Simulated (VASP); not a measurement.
Calculation: PBE GGA, VASP's PBE PAW potentials (set 64) (plane waves; VASP).

VASP input:

**INCAR**
```
ALGO  =  Normal
EDIFF  =  1E-6
ENCUT  =  520
GGA  =  PE
ISIF  =  2
ISMEAR  =  0
LASPH  =  .TRUE.
LCHARG  =  .FALSE.
LREAL  =  .FALSE.
LWAVE  =  .FALSE.
NELECT  =  7.5
NELM  =  100
PREC  =  Accurate
SIGMA  =  0.05
SYSTEM  =  BN
```

### KPOINTS
```
Regular mesh
0
G
 11 11 11
0 0 0
```

**POSCAR**
```
BN
1
    0.0000000000     1.8075000000     1.8075000000
    1.8075000000     0.0000000000     1.8075000000
    1.8075000000     1.8075000000     0.0000000000
B N
1 1
Direct
  0.0000000000   0.0000000000   0.0000000000
  0.2500000000   0.2500000000   0.2500000000
```

POTCAR, in this order: B N (PBE.64 set). Program: vasp_std.

Output

File OSZICAR:
```
       N       E                     dE             d eps       ncg     rms          rms(c)
DAV:   1     0.235855223809E+01    0.23586E+01   -0.43870E+03   960   0.835E+02
DAV:   2    -0.204387413882E+02   -0.22797E+02   -0.22280E+02  1224   0.157E+02
DAV:   3    -0.206211027822E+02   -0.18236E+00   -0.18221E+00  1040   0.168E+01
DAV:   4    -0.206212717094E+02   -0.16893E-03   -0.16893E-03  1216   0.446E-01
DAV:   5    -0.206212717866E+02   -0.77188E-07   -0.76853E-07   984   0.647E-03    0.510E+00
DAV:   6    -0.205537729296E+02    0.67499E-01   -0.69771E-01  1176   0.618E+00    0.277E+00
DAV:   7    -0.205135512254E+02    0.40222E-01   -0.12917E-01  1152   0.293E+00    0.132E+00
DAV:   8    -0.205109035309E+02    0.26477E-02   -0.27701E-02  1008   0.126E+00    0.162E-01
DAV:   9    -0.205106678060E+02    0.23572E-03   -0.83916E-03  1184   0.694E-01    0.988E-02
DAV:  10    -0.205104968355E+02    0.17097E-03   -0.20166E-03  1168   0.334E-01    0.276E-02
DAV:  11    -0.205104817987E+02    0.15037E-04   -0.85325E-05  1136   0.803E-02    0.983E-03
DAV:  12    -0.205104825203E+02   -0.72156E-06   -0.32935E-06   928   0.201E-02
   1 F= -.20510483E+02 E0= -.20509998E+02  d E =-.968778E-03
```

OUTCAR:
```
------------------------ aborting loop because EDIFF is reached ----------------------------------------
  FORCE on cell =-STRESS in cart. coord.  units (eV):
  Direction    XX          YY          ZZ          XY          YZ          ZX
  --------------------------------------------------------------------------------------
  Total       -5.4109727     -5.4109727     -5.4109727     -0.0000000      0.0000000     -0.0000000
  in kB     -734.0421705   -734.0421705   -734.0421705     -0.0000000      0.0000000     -0.0000000
  external PRESSURE =    -734.0421705 kB  Pullay stress =       0.0000000 kB
  volume of cell :       11.81
      direct lattice vectors                 reciprocal lattice vectors
     0.000000000  1.807500000  1.807500000    -0.276625173  0.276625173  0.276625173
     1.807500000  0.000000000  1.807500000     0.276625173 -0.276625173  0.276625173
     1.807500000  1.807500000  0.000000000     0.276625173  0.276625173 -0.276625173
  FREE ENERGIE OF THE ION-ELECTRON SYSTEM (eV)
  ---------------------------------------------------
  free  energy   TOTEN  =       -20.5104825203 eV

  energy  without entropy=      -20.5095137426  energy(sigma->0) =      -20.50999813
```
(Selected blocks of OUTCAR.)

The cell is charged, with a uniform compensating background.

The compound is BN in the zinc blende structure. The cell was not relaxed at this level. The run is one of a series of settings (NELECT = 7.5 against the base run), some of them coarse on purpose.
